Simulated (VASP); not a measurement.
# Lattice vibrations of HfO2, part 3 of 5

Aim: the phonon dispersion and thermal properties of HfO2. The start is a cell from a database of measured crystal structures.

VASP 6.6.1; LDA; plane waves and PAW (Hf, O).

So far. Step 3 (Relax the host again, on a new basis): The start already met the threshold, so nothing moved. Step 4 (Tight relaxation): The run ended after 3 ionic steps, 0.000 eV below its first step, once forces and stress met EDIFFG = -0.002. The relaxed cell has a = 4.977 Å (conventional setting).

## (5) Born charges and dielectric tensor

In a polar insulator long-range dipole fields split longitudinal from transverse optical modes; these two tensors supply that term.

INCAR reads:

```
SYSTEM = HfO2
PREC = Accurate
ENCUT = 480
EDIFF = 1E-08
NELM = 120
ISMEAR = 0
SIGMA = 0.05
LREAL = .FALSE.
ALGO = Normal
GGA = CA
NBANDS = 14
LASPH = .TRUE.
LWAVE = .FALSE.
LCHARG = .FALSE.
KPAR = 4
LEPSILON = .TRUE.
```

POSCAR reads:

```
HfO2
1.0
    0.0000000000      2.4882886518      2.4882886518
    2.4882886518      0.0000000000      2.4882886518
    2.4882886518      2.4882886518      0.0000000000
Hf O
1 2
Direct
    0.0000000000      0.0000000000      0.0000000000
    0.7500000000      0.7500000000      0.7500000000
    0.2500000000      0.2500000000      0.2500000000
```

KPOINTS reads:

```
Automatic mesh
0
Gamma
9 9 9
0 0 0
```

Potentials, in the order of the species: Hf and O (LDA family, release 64).

Command:

```
$ mpirun -np 4 vasp_std
```

The log of the run:

```text
[... set-up lines as in an earlier step ...]
 entering main loop
       N       E                     dE             d eps       ncg     rms          rms(c)
DAV:   1     0.514911302783E+02    0.51491E+02   -0.75941E+03   988   0.984E+02
DAV:   2    -0.356124159754E+02   -0.87104E+02   -0.80007E+02  1462   0.210E+02
DAV:   3    -0.388288648975E+02   -0.32164E+01   -0.31994E+01  1220   0.420E+01
DAV:   4    -0.388462032395E+02   -0.17338E-01   -0.17335E-01  1172   0.356E+00
DAV:   5    -0.388464025318E+02   -0.19929E-03   -0.19929E-03  1154   0.311E-01    0.270E+01
DAV:   6    -0.335139479967E+02    0.53325E+01   -0.15501E+01  1112   0.322E+01    0.131E+01
DAV:   7    -0.333044864483E+02    0.20946E+00   -0.32682E-01  1076   0.494E+00    0.705E+00
DAV:   8    -0.331960330391E+02    0.10845E+00   -0.11969E-01  1058   0.338E+00    0.479E-01
DAV:   9    -0.331952225231E+02    0.81052E-03   -0.44931E-03  1304   0.572E-01    0.180E-01
DAV:  10    -0.331948700522E+02    0.35247E-03   -0.70281E-04  1130   0.210E-01    0.733E-02
DAV:  11    -0.331948378193E+02    0.32233E-04   -0.57382E-05  1142   0.673E-02    0.768E-03
DAV:  12    -0.331948375516E+02    0.26777E-06   -0.25185E-06  1214   0.116E-02    0.600E-03
DAV:  13    -0.331948375757E+02   -0.24169E-07   -0.44282E-08  1178   0.173E-03    0.680E-04
DAV:  14    -0.331948375763E+02   -0.55161E-09   -0.52621E-09   892   0.528E-04
   1 F= -.33194838E+02 E0= -.33194838E+02  d E =-.789926E-15
 Linear response reoptimize wavefunctions to high precision
DAV:   1    -0.331948375727E+02    0.35725E-08   -0.76062E-09  1148   0.787E-04
DAV:   2    -0.331948375727E+02    0.17963E-10   -0.26258E-10   682   0.151E-04
 Linear response G [H, r] |phi>, progress :
  Direction:   1
       N       E                     dE             d eps       ncg     rms
RMM:   1    -0.709669722816E+02   -0.70967E+02   -0.15090E+01  2402   0.751E+01
RMM:   2    -0.638466506319E+02    0.71203E+01   -0.29910E+00  1564   0.129E+01
RMM:   3    -0.638887447119E+02   -0.42094E-01   -0.12828E-01  1662   0.128E+00
RMM:   4    -0.638916332571E+02   -0.28885E-02   -0.25512E-03  1749   0.188E-01
RMM:   5    -0.638917291031E+02   -0.95846E-04   -0.26419E-04  1809   0.390E-02
RMM:   6    -0.638917396446E+02   -0.10541E-04   -0.23102E-05  1773   0.952E-03
RMM:   7    -0.638917402775E+02   -0.63295E-06   -0.13066E-05  1649   0.299E-03
RMM:   8    -0.638917403928E+02   -0.11529E-06   -0.12672E-05  1500   0.136E-03
RMM:   9    -0.638917404981E+02   -0.10527E-06    0.11231E-05  1397   0.931E-04
RMM:  10    -0.638917404161E+02    0.81983E-07   -0.18019E-05  1295   0.811E-04
RMM:  11    -0.638917406865E+02   -0.27037E-06   -0.35973E-05  1146   0.774E-04
RMM:  12    -0.638917406971E+02   -0.10631E-07   -0.35740E-05   980   0.772E-04
RMM:  13    -0.638917406847E+02    0.12369E-07   -0.37858E-05   878   0.771E-04
 Linear response G [H, r] |phi>, progress :
  Direction:   2
       N       E                     dE             d eps       ncg     rms
RMM:   1    -0.667043031768E+02   -0.66704E+02    0.38809E+00  2388   0.739E+01
RMM:   2    -0.601909241442E+02    0.65134E+01   -0.29751E+00  1551   0.128E+01
RMM:   3    -0.602250743489E+02   -0.34150E-01   -0.12462E-01  1659   0.130E+00
RMM:   4    -0.602278863966E+02   -0.28120E-02   -0.20620E-03  1755   0.179E-01
RMM:   5    -0.602279514085E+02   -0.65012E-04   -0.18769E-04  1807   0.352E-02
RMM:   6    -0.602279580176E+02   -0.66091E-05   -0.17779E-05  1779   0.843E-03
RMM:   7    -0.602279583832E+02   -0.36562E-06   -0.13041E-05  1645   0.263E-03
RMM:   8    -0.602279585424E+02   -0.15922E-06   -0.20883E-05  1501   0.126E-03
RMM:   9    -0.602279584580E+02    0.84427E-07   -0.31046E-05  1408   0.910E-04
RMM:  10    -0.602279585457E+02   -0.87719E-07   -0.23781E-05  1321   0.811E-04
RMM:  11    -0.602279585455E+02    0.23792E-09   -0.23024E-05  1152   0.785E-04
RMM:  12    -0.602279585730E+02   -0.27483E-07   -0.25035E-05   974   0.785E-04
RMM:  13    -0.602279585773E+02   -0.43291E-08   -0.25595E-05   852   0.784E-04
 Linear response G [H, r] |phi>, progress :
  Direction:   3
       N       E                     dE             d eps       ncg     rms
RMM:   1    -0.685263647199E+02   -0.68526E+02    0.47244E+00  2277   0.753E+01
RMM:   2    -0.638326368531E+02    0.46937E+01   -0.27794E+00  1539   0.123E+01
RMM:   3    -0.638563003847E+02   -0.23664E-01   -0.79728E-02  1622   0.114E+00
RMM:   4    -0.638586844401E+02   -0.23841E-02   -0.20886E-03  1697   0.167E-01
RMM:   5    -0.638587908441E+02   -0.10640E-03   -0.19726E-04  1753   0.335E-02
RMM:   6    -0.638588020558E+02   -0.11212E-04   -0.12117E-05  1675   0.821E-03
RMM:   7    -0.638588028135E+02   -0.75773E-06   -0.66200E-08  1482   0.230E-03
RMM:   8    -0.638588029981E+02   -0.18458E-06    0.12902E-05  1307   0.811E-04
RMM:   9    -0.638588029623E+02    0.35782E-07    0.85407E-05  1185   0.396E-04
RMM:  10    -0.638588029551E+02    0.72420E-08   -0.22470E-06  1142   0.288E-04
RMM:  11    -0.638588029971E+02   -0.42053E-07    0.20083E-07  1007   0.249E-04
RMM:  12    -0.638588029960E+02    0.11150E-08    0.13505E-06   867   0.243E-04
RMM:  13    -0.638588029957E+02    0.31912E-09   -0.26601E-06   766   0.244E-04
RMM:  14    -0.638588029962E+02   -0.57428E-09    0.90471E-07   692   0.243E-04
 Linear response to external field (no local field effect), progress :
  Direction:   1
       N       E                     dE             d eps       ncg     rms          rms(c)
RMM:   1    -0.376224136222E+00   -0.37622E+00   -0.15228E+00  2060   0.335E+00
RMM:   2    -0.383334569114E+00   -0.71104E-02   -0.80122E-03  1558   0.520E-01
RMM:   3    -0.383466198412E+00   -0.13163E-03   -0.34026E-04  1643   0.537E-02
RMM:   4    -0.383479884467E+00   -0.13686E-04   -0.12278E-05  1727   0.984E-03
RMM:   5    -0.383480480673E+00   -0.59621E-06   -0.15750E-06  1632   0.252E-03
RMM:   6    -0.383480557571E+00   -0.76899E-07   -0.10975E-07  1437   0.701E-04
RMM:   7    -0.383480562485E+00   -0.49135E-08   -0.28537E-08  1315   0.245E-04
 change of polarisation eV/A/(eV/A) component  1 :     0.767     0.017    -0.011
 dielectric tensor                  component  1 :     5.504     0.101    -0.063
 Linear response to external field (no local field effect), progress :
  Direction:   2
       N       E                     dE             d eps       ncg     rms          rms(c)
RMM:   1    -0.327254918949E+00   -0.32725E+00   -0.12647E+00  2065   0.324E+00
RMM:   2    -0.334288832548E+00   -0.70339E-02   -0.63709E-03  1565   0.476E-01
RMM:   3    -0.334390500178E+00   -0.10167E-03   -0.27258E-04  1664   0.474E-02
RMM:   4    -0.334401279764E+00   -0.10780E-04   -0.86768E-06  1757   0.824E-03
RMM:   5    -0.334401681311E+00   -0.40155E-06   -0.11420E-06  1636   0.203E-03
RMM:   6    -0.334401733933E+00   -0.52622E-07   -0.71936E-08  1445   0.550E-04
RMM:   7    -0.334401736838E+00   -0.29049E-08   -0.20800E-08  1315   0.195E-04
 change of polarisation eV/A/(eV/A) component  2 :     0.017     0.669     0.011
 dielectric tensor                  component  2 :     0.101     4.928     0.063
 Linear response to external field (no local field effect), progress :
  Direction:   3
       N       E                     dE             d eps       ncg     rms          rms(c)
RMM:   1    -0.387553286660E+00   -0.38755E+00   -0.16323E+00  1956   0.336E+00
RMM:   2    -0.389688146142E+00   -0.21349E-02   -0.69596E-03  1549   0.463E-01
RMM:   3    -0.389779911000E+00   -0.91765E-04   -0.17673E-04  1633   0.416E-02
RMM:   4    -0.389786664407E+00   -0.67534E-05   -0.77065E-06  1678   0.728E-03
RMM:   5    -0.389787026241E+00   -0.36183E-06   -0.89920E-07  1493   0.181E-03
RMM:   6    -0.389787068419E+00   -0.42178E-07   -0.63249E-08  1265   0.498E-04
RMM:   7    -0.389787071450E+00   -0.30309E-08   -0.89088E-09  1143   0.164E-04
 change of polarisation eV/A/(eV/A) component  3 :    -0.011     0.011     0.780
 dielectric tensor                  component  3 :    -0.063     0.063     5.578
 Linear response to external field, progress :
  Direction:   1
       N       E                     dE             d eps       ncg     rms          rms(c)
RMM:   1    -0.363758240930E+00   -0.36376E+00   -0.14741E+00  4344   0.331E+00
RMM:   2    -0.369103077493E+00   -0.53448E-02   -0.71145E-03  3342   0.485E-01    0.855E-01
RMM:   3    -0.362105479809E+00    0.69976E-02   -0.43054E-03  3347   0.448E-01    0.502E-01
RMM:   4    -0.370806851792E+00   -0.87014E-02   -0.67553E-03  3404   0.577E-01    0.435E-02
RMM:   5    -0.371722417654E+00   -0.91557E-03   -0.76211E-05  3685   0.632E-02    0.936E-03
RMM:   6    -0.371767275938E+00   -0.44858E-04   -0.30522E-06  3844   0.876E-03    0.417E-03
RMM:   7    -0.371813426061E+00   -0.46150E-04   -0.24070E-07  3755   0.339E-03    0.407E-04
RMM:   8    -0.371810918647E+00    0.25074E-05   -0.16618E-08  3842   0.602E-04    0.169E-04
RMM:   9    -0.371810892503E+00    0.26144E-07    0.28427E-08  3341   0.152E-04    0.454E-05
RMM:  10    -0.371810890924E+00    0.15788E-08   -0.84638E-08  2409   0.648E-05    0.572E-06
 change of polarisation eV/A/(eV/A) component  1 :     0.710     0.013     0.003
 dielectric tensor                  component  1 :     5.170     0.074     0.018
 Linear response to external field, progress :
  Direction:   2
       N       E                     dE             d eps       ncg     rms          rms(c)
RMM:   1    -0.363606399844E+00   -0.36361E+00   -0.14725E+00  4345   0.332E+00
RMM:   2    -0.369104477909E+00   -0.54981E-02   -0.71171E-03  3345   0.486E-01    0.855E-01
RMM:   3    -0.362105891225E+00    0.69986E-02   -0.43035E-03  3347   0.448E-01    0.502E-01
RMM:   4    -0.370806532037E+00   -0.87006E-02   -0.67551E-03  3404   0.577E-01    0.435E-02
RMM:   5    -0.371723944725E+00   -0.91741E-03   -0.76365E-05  3684   0.633E-02    0.935E-03
RMM:   6    -0.371767170845E+00   -0.43226E-04   -0.30886E-06  3843   0.876E-03    0.415E-03
RMM:   7    -0.371813340664E+00   -0.46170E-04   -0.24084E-07  3752   0.339E-03    0.408E-04
RMM:   8    -0.371810945634E+00    0.23950E-05   -0.18643E-08  3844   0.597E-04    0.169E-04
RMM:   9    -0.371810899001E+00    0.46634E-07    0.14685E-08  3338   0.152E-04    0.475E-05
RMM:  10    -0.371810896371E+00    0.26294E-08    0.94832E-08  2423   0.648E-05    0.583E-06
 change of polarisation eV/A/(eV/A) component  2 :     0.013     0.710    -0.003
 dielectric tensor                  component  2 :     0.074     5.170    -0.020
 Linear response to external field, progress :
  Direction:   3
       N       E                     dE             d eps       ncg     rms          rms(c)
RMM:   1    -0.363667705652E+00   -0.36367E+00   -0.14731E+00  4334   0.331E+00
RMM:   2    -0.369103905451E+00   -0.54362E-02   -0.71101E-03  3344   0.486E-01    0.855E-01
RMM:   3    -0.362105740477E+00    0.69982E-02   -0.43042E-03  3341   0.448E-01    0.502E-01
RMM:   4    -0.370806611680E+00   -0.87009E-02   -0.67550E-03  3394   0.577E-01    0.435E-02
RMM:   5    -0.371723403020E+00   -0.91679E-03   -0.76273E-05  3677   0.632E-02    0.935E-03
RMM:   6    -0.371767144442E+00   -0.43741E-04   -0.30674E-06  3840   0.875E-03    0.416E-03
RMM:   7    -0.371813346420E+00   -0.46202E-04   -0.24187E-07  3753   0.339E-03    0.406E-04
RMM:   8    -0.371810913679E+00    0.24327E-05   -0.22147E-08  3847   0.599E-04    0.169E-04
RMM:   9    -0.371810869843E+00    0.43837E-07   -0.23198E-08  3335   0.152E-04    0.477E-05
RMM:  10    -0.371810868790E+00    0.10530E-08   -0.58322E-08  2389   0.647E-05    0.583E-06
 change of polarisation eV/A/(eV/A) component  3 :     0.002     0.007     0.710
 dielectric tensor                  component  3 :     0.013     0.040     5.170
 Born effective charges drift removed
```

The job ended after 53 s (4 MPI ranks of Intel Xeon Platinum 8559C (Emerald Rapids), shared host; peak memory 0.86 GiB; 3.5 min of CPU time).

From OUTCAR (step 5):

```text
   NELECT =      16.0000    total number of electrons

  Total       -0.0028825     -0.0028825     -0.0028825      0.0000000      0.0000000      0.0000000
  in kB       -0.1498809     -0.1498809     -0.1498809      0.0000000      0.0000000      0.0000000
  external PRESSURE =      -0.1498809 kB  Pullay stress =       0.0000000 kB

 POSITION                                       TOTAL-FORCE (eV/Angst)
 -----------------------------------------------------------------------------------
      0.00000      0.00000      0.00000        -0.000000      0.000000     -0.000000
      3.73243      3.73243      3.73243         0.000000      0.000000      0.000000
      1.24414      1.24414      1.24414        -0.000000     -0.000000     -0.000000
 -----------------------------------------------------------------------------------
    total drift:                                0.000000      0.000000      0.000000

 MACROSCOPIC STATIC DIELECTRIC TENSOR (including local field effects in DFT)
 ------------------------------------------------------
           5.170011     0.000000    -0.000000
          -0.000000     5.170011     0.000000
          -0.000000     0.000000     5.170011
 ------------------------------------------------------

 PIEZOELECTRIC TENSOR (including local field effects)  for field in x, y, z        (C/m^2)
          XX          YY          ZZ          XY          YZ          ZX
  --------------------------------------------------------------------------------
  x     0.00000     0.00000     0.00000     0.00000     0.00000     0.00000
  y     0.00000     0.00000     0.00000     0.00000     0.00000     0.00000
  z     0.00000     0.00000     0.00000     0.00000     0.00000     0.00000

 BORN EFFECTIVE CHARGES (including local field effects) (in |e|, cummulative output)
 ---------------------------------------------------------------------------------
 ion    1
    1     5.58980     0.00000    -0.00000
    2    -0.00000     5.58980     0.00000
    3     0.00000    -0.00000     5.58980
 ion    2
    1    -2.79490     0.00000    -0.00000
    2     0.00000    -2.79490    -0.00000
    3     0.00000     0.00000    -2.79490
 ion    3
    1    -2.79490    -0.00000    -0.00000
    2     0.00000    -2.79490     0.00000
    3    -0.00000     0.00000    -2.79490

[... 5 parts as in an earlier step ...]

[... 6 further parts left out ...]
```

Energies printed during the response cycles are not total energies of the cell.

Numbers from this step:

```
pressure : -0.01499 GPa
```

Electronic dielectric tensor with local fields:

```
5.17 0.00 0.00
0.00 5.17 0.00
0.00 0.00 5.17
```

Born effective charge (e), principal values of the symmetric part by kind of site:

```tsv
atom	atoms with these values	low	middle	high	mean
Hf1	1	5.59	5.59	5.59	5.59
O2	2	-2.79	-2.79	-2.79	-2.79
```

In full for Hf1:

```
5.59 0.00 0.00
0.00 5.59 0.00
0.00 0.00 5.59
```

[end of part 3 of 5]

[Lines on the potential files, build, host, timing and source positions are cut from VASP's logs without a mark.]

[Logs are printed without paths, hosts, clocks, repeated set-up lines and the standing remarks that a program may print on its own settings, such as how far it seeks lower states.]

[Hosts, paths, dates, database ids (printed as entryN), source tags and the programs' standing remarks are cut or masked in the printed files.]

[Runs that stopped without an error message from VASP are left out.]
